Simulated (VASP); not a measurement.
Data:

```xyz
4
Lattice="3.8031 0.0000 0.0000 0.0000 3.8031 0.0000 0.0000 0.0000 4.8379" Properties=species:S:1:pos:R:3 pbc="T T T"
Sn     1.9015     0.0000     3.6827
Sn     0.0000     1.9015     1.1552
O      1.9015     1.9015     0.0000
O      0.0000     0.0000     0.0000
```

Calculation: SCAN meta-GGA, VASP's PBE PAW potentials (set 64) (plane waves; VASP). Settings: 520 eV cut-off, 7×7×5 Γ-centred mesh, tetrahedra with Blöchl corrections, potentials Sn_d O.

Unless said otherwise, spin-orbit coupling is left out, though it shifts the bands of the heavy elements here.

Task: Predict the energy per atom (σ→0), band gap (over mesh and band path) with the smallest direct gap where there is one.

Result: 
- band gap (over mesh and band path): 0.11 eV
- smallest direct gap (over mesh and band path): 2.25 eV
- energy per atom (σ→0): -22.391 eV/atom

The absolute energy has meaning only against runs of the same code, potentials and settings.

The compound is SnO in the litharge structure. It was relaxed first.
